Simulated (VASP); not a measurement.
Method: r2SCAN meta-GGA with spin-orbit coupling, VASP's PBE PAW potentials (set 64) (plane waves; VASP).

Input for VASP

**KPOINTS_OPT**
```
k-points along high-symmetry lines
8
Line-mode
Reciprocal
  0.000000   0.000000   0.000000 ! GAMMA
  0.000000   0.500000   0.000000 ! X

  0.000000   0.500000   0.000000 ! X
  0.500000   0.500000   0.000000 ! M

  0.500000   0.500000   0.000000 ! M
  0.000000   0.000000   0.000000 ! GAMMA

  0.000000   0.000000   0.000000 ! GAMMA
  0.500000   0.500000   0.500000 ! R

  0.500000   0.500000   0.500000 ! R
  0.000000   0.500000   0.000000 ! X

  0.500000   0.500000   0.500000 ! R
  0.500000   0.500000   0.000000 ! M
```

### INCAR
```
! general
SYSTEM    =Pt3Ti
PREC      =Accurate
ENCUT     =400
LREAL     =.FALSE.
LASPH     =.TRUE.

! electronic loop
EDIFF     =1E-6
NELM      =100
ALGO      =Normal
LMAXMIX   =6
LMIXTAU   =.TRUE.

! smearing
ISMEAR    =0
SIGMA     =0.05

! functional
METAGGA   =R2SCAN
GGA_COMPAT=.FALSE.

! spin
MAGMOM    =0 0 0 0 0 0 0 0 0 0 0 0
LSORBIT   =.TRUE.

! output
LWAVE     =.FALSE.
LCHARG    =.FALSE.
```

File POSCAR:
```
Pt3Ti
3.9244810
  1.0000000663   0.0000000000   0.0000000000
  0.0000000000   1.0000000663   0.0000000000
  0.0000000000   0.0000000000   1.0000000663
Ti Pt
1 3
Cart
  0.0000000000   0.0000000000   0.0000000000
  0.0000000000   0.5000000332   0.5000000332
  0.5000000332   0.0000000000   0.5000000332
  0.5000000332   0.5000000332   0.0000000000
```

File KPOINTS:
```
Automatic mesh
0
Gamma
7 7 7
0 0 0
```

POTCAR, in this order: Ti_sv Pt (PBE.64 set). Program: vasp_ncl.

What VASP printed:

### OSZICAR
```
       N       E                     dE             d eps       ncg     rms          rms(c)
DAV:   1     0.246395845131E+03    0.24640E+03   -0.18022E+04  2000   0.156E+03
DAV:   2    -0.140556468214E+03   -0.38695E+03   -0.37215E+03  2128   0.445E+02
DAV:   3    -0.184228787806E+03   -0.43672E+02   -0.41584E+02  3112   0.132E+02
DAV:   4    -0.187197838326E+03   -0.29691E+01   -0.29480E+01  2864   0.316E+01
DAV:   5    -0.187321882537E+03   -0.12404E+00   -0.12363E+00  2774   0.564E+00    0.246E+01
DAV:   6    -0.172516782290E+03    0.14805E+02   -0.20155E+01  2820   0.456E+01    0.109E+01
DAV:   7    -0.172853644318E+03   -0.33686E+00   -0.12172E+01  2694   0.280E+01    0.101E+01
DAV:   8    -0.171828549252E+03    0.10251E+01   -0.18977E+00  2916   0.105E+01    0.422E+00
DAV:   9    -0.171996109604E+03   -0.16756E+00   -0.16480E+00  2588   0.881E+00    0.283E+00
DAV:  10    -0.172147642764E+03   -0.15153E+00   -0.35299E-01  2560   0.517E+00    0.482E-01
DAV:  11    -0.172158926414E+03   -0.11284E-01   -0.79042E-02  2596   0.191E+00    0.250E-01
DAV:  12    -0.172168551247E+03   -0.96248E-02   -0.12194E-02  2250   0.818E-01    0.158E-01
DAV:  13    -0.172168197940E+03    0.35331E-03   -0.14473E-03  2596   0.276E-01    0.128E-01
DAV:  14    -0.172168974329E+03   -0.77639E-03   -0.86693E-04  2286   0.203E-01    0.625E-02
DAV:  15    -0.172169108296E+03   -0.13397E-03   -0.37535E-04  2504   0.115E-01    0.200E-02
DAV:  16    -0.172169119205E+03   -0.10908E-04   -0.30935E-05  2268   0.400E-02    0.792E-03
DAV:  17    -0.172169120403E+03   -0.11986E-05   -0.79040E-06  2120   0.248E-02    0.488E-03
DAV:  18    -0.172169121708E+03   -0.13042E-05   -0.82389E-07  1496   0.607E-03    0.206E-03
DAV:  19    -0.172169122349E+03   -0.64124E-06   -0.51102E-07  1114   0.518E-03
   1 F= -.17216912E+03 E0= -.17216866E+03  d E =-.933495E-03  mag=    -0.0000     0.0000    -0.0000
       N       E                     dE             ncg
       N       E                     dE             ncg
       N       E                     dE             ncg
```

File OUTCAR:
```
------------------------ aborting loop because EDIFF is reached ----------------------------------------
  FORCE on cell =-STRESS in cart. coord.  units (eV):
  Direction    XX          YY          ZZ          XY          YZ          ZX
  --------------------------------------------------------------------------------------
  Total       -0.0744230     -0.0744230     -0.0744230      0.0000000     -0.0000000      0.0000000
  in kB       -1.9727455     -1.9727455     -1.9727455      0.0000000     -0.0000000      0.0000000
  external PRESSURE =      -1.9727455 kB  Pullay stress =       0.0000000 kB
  volume of cell :       60.44
      direct lattice vectors                 reciprocal lattice vectors
     3.924481260  0.000000000  0.000000000     0.254810747  0.000000000  0.000000000
     0.000000000  3.924481260  0.000000000     0.000000000  0.254810747  0.000000000
     0.000000000  0.000000000  3.924481260     0.000000000  0.000000000  0.254810747
 POSITION                                       TOTAL-FORCE (eV/Angst)
 -----------------------------------------------------------------------------------
      0.00000      0.00000      0.00000         0.000000      0.000000      0.000000
      0.00000      1.96224      1.96224         0.000000      0.000000      0.000000
      1.96224      0.00000      1.96224         0.000000      0.000000      0.000000
      1.96224      1.96224      0.00000         0.000000      0.000000      0.000000
 -----------------------------------------------------------------------------------
    total drift:                                0.000000      0.000000      0.000000
  FREE ENERGIE OF THE ION-ELECTRON SYSTEM (eV)
  ---------------------------------------------------
  free  energy   TOTEN  =      -172.1691223488 eV

  energy  without entropy=     -172.1681888534  energy(sigma->0) =     -172.16865560

 Ion:    1  E_soc:     -0.0126284

 Ion:    2  E_soc:     -0.6895480

 Ion:    3  E_soc:     -0.6895480

 Ion:    4  E_soc:     -0.6895480
```
(Selected blocks of OUTCAR.)

OUTCAR:
```
 val. band max:       11.4067164850   @ k =   0.4286   0.0000   0.0000

 cond. band min:      11.4814874476   @ k =   0.0000   0.0000   0.0000


 Fermi energy:        11.4264339003

 k-point     1 :       0.0000    0.0000    0.0000
  band No.  band energies     occupation
      1     -49.2613      1.00000
      2     -49.2613      1.00000
      3     -24.8757      1.00000
      4     -24.8757      1.00000
      5     -24.2207      1.00000
      6     -24.2207      1.00000
      7     -24.2207      1.00000
      8     -24.2207      1.00000
      9       0.9429      1.00000
     10       0.9429      1.00000
     11       3.8207      1.00000
     12       3.8207      1.00000
     13       4.0953      1.00000
     14       4.0953      1.00000
     15       4.0953      1.00000
     16       4.0953      1.00000
     17       4.3456      1.00000
     18       4.3456      1.00000
     19       4.5196      1.00000
     20       4.5196      1.00000
     21       4.5196      1.00000
     22       4.5196      1.00000
     23       7.3641      1.00000
     24       7.3641      1.00000
     25       7.3641      1.00000
     26       7.3641      1.00000
     27       8.0689      1.00000
     28       8.0689      1.00000
     29       9.6989      1.00000
     30       9.6989      1.00000
     31       9.6989      1.00000
     32       9.6989      1.00000
     33      10.7646      1.00000
     34      10.7646      1.00000
     35      11.0211      1.00000
     36      11.0211      1.00000
     37      11.4815      0.05972
     38      11.4815      0.05972
     39      11.4815      0.05972
     40      11.4815      0.05972
     41      12.6215      0.00000
     42      12.6215      0.00000
     43      12.6215      0.00000
     44      12.6215      0.00000
     45      12.9351      0.00000
     46      12.9351      0.00000
     47      12.9351      0.00000
     48      12.9351      0.00000
     49      13.3628      0.00000
     50      13.3628      0.00000

...
```

The compound is Pt3Ti in the L1_2 structure. It was relaxed first.
